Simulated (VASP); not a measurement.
Given:

```
AlGa3N4
1.0
    5.14637     0.00000    -0.00005
    0.00000     3.16667     0.00000
   -0.00376     0.00000     5.48506
Al Ga N
1 3 4
Direct
  0.00048   0.50000   0.66729
  0.49911   0.50000   0.33527
  0.49913   0.00000   0.83137
  0.99986   0.00000   0.16612
  0.11928   0.50000   0.34117
  0.11698   0.00000   0.82538
  0.62015   0.00000   0.16612
  0.63242   0.50000   0.66728
```

The numbers are results of r2SCAN meta-GGA, VASP's PBE PAW potentials (set 64) (plane waves; VASP 6.6.1), not measurements. Numerical set-up: 520 eV cut-off, 5×8×5 Γ-centred mesh, tetrahedra with Blöchl corrections, potentials Al Ga_d N.

Problem. Give the energies of bands 23 to 36 at the high-symmetry points, in eV from the valence-band maximum.

Solution. 
| band | Γ | Z | D | B | A | E | C2 | Y2 |
|---|---|---|---|---|---|---|---|---|
| 23 | -4.09 | -4.80 | -4.83 | -3.82 | -3.92 | -5.87 | -5.19 | -3.47 |
| 24 | -2.67 | -4.15 | -4.12 | -3.03 | -2.17 | -2.15 | -3.40 | -2.00 |
| 25 | -2.17 | -3.99 | -3.99 | -2.56 | -1.99 | -2.02 | -3.39 | -1.94 |
| 26 | -1.18 | -3.85 | -2.67 | -2.07 | -1.99 | -1.88 | -3.36 | -1.82 |
| 27 | -1.07 | -3.53 | -2.65 | -1.84 | -1.87 | -1.87 | -3.28 | -1.70 |
| 28 | -0.85 | -2.11 | -2.20 | -0.81 | -1.65 | -1.81 | -1.76 | -0.77 |
| 29 | -0.10 | -2.09 | -2.15 | -0.64 | -1.17 | -1.75 | -1.48 | -0.70 |
| 30 | -0.04 | -1.87 | -1.02 | -0.58 | -1.15 | -1.68 | -1.45 | -0.36 |
| 31 | 0.00 | -1.81 | -0.88 | -0.33 | -1.11 | -1.67 | -1.42 | -0.35 |
| 32 | 2.85 | 6.18 | 5.49 | 5.11 | 5.91 | 4.95 | 6.35 | 4.98 |
| 33 | 5.24 | 6.23 | 5.81 | 5.30 | 5.97 | 5.01 | 6.49 | 5.07 |
| 34 | 5.85 | 7.50 | 6.20 | 6.77 | 6.10 | 5.06 | 6.61 | 5.16 |
| 35 | 6.34 | 7.72 | 6.32 | 7.16 | 6.49 | 5.50 | 6.93 | 5.66 |
| 36 | 7.07 | 8.46 | 6.59 | 8.07 | 8.11 | 7.85 | 8.52 | 8.43 |

The gap is direct, 2.85 eV, from the valence maximum at Γ to the conduction minimum at Γ.

The structure comes from a computed database's AlGa3N4 entry (Pm); how it stands against other phases isn't given here. It was relaxed first.
